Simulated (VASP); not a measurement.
Consider the following.

```xyz
8
Lattice="5.6253 0.0000 0.0000 -2.8126 4.8716 0.0000 0.0000 0.0000 4.5319" Properties=species:S:1:pos:R:3 pbc="T T T"
Ti     2.8126     3.2143     1.1330
Ti     0.0000     1.6573     3.3989
Ti    -1.3773     4.0430     3.3989
Ti     4.1900     0.8287     1.1330
Ti     1.4353     0.8287     1.1330
Ti     1.3773     4.0430     3.3989
Al     0.0000     3.2478     1.1330
Al     2.8126     1.6239     3.3989
```

These are PBE GGA, VASP's PBE PAW potentials (set 64) (plane waves; VASP) values and carry that method's errors. Run with 300 eV cut-off, 5×5×5 Γ-centred mesh, Fermi-Dirac smearing of 0.10 eV, potentials Ti_sv Al.

Give the energies of bands 32 to 45 at the high-symmetry points, in eV from the Fermi level.

```
band      Γ      M      K      A      L      H
----  -----  -----  -----  -----  -----  -----
32    -2.08  -1.66  -1.90  -2.01  -2.09  -1.64
33    -1.94  -1.58  -1.53  -0.72  -1.48  -1.18
34    -1.41  -0.94  -1.34  -0.72  -1.48  -1.18
35    -1.41  -0.91  -0.74  -0.72  -0.42  -0.47
36    -1.07  -0.91  -0.63  -0.72  -0.42  -0.47
37    -1.07  -0.64  -0.63  -0.57  -0.20  -0.38
38    -0.58  -0.43  -0.20  -0.57  -0.20  -0.38
39    -0.20  -0.41  -0.20  -0.12   0.00  -0.17
40     0.07   0.52   0.31  -0.12   0.00  -0.17
41     0.73   0.54   0.50   0.52   0.25   0.57
42     0.75   0.72   0.50   0.52   0.25   0.57
43     0.75   0.76   1.02   0.52   0.69   0.90
44     0.99   1.01   1.02   0.52   0.69   0.90
45     0.99   1.48   1.07   1.84   1.44   0.97
```

It has no gap at this level: it comes out as a metal or semimetal.

The structure comes from a computed database's Ti3Al entry; how it stands against other phases isn't given here. The cell was not relaxed at this level.
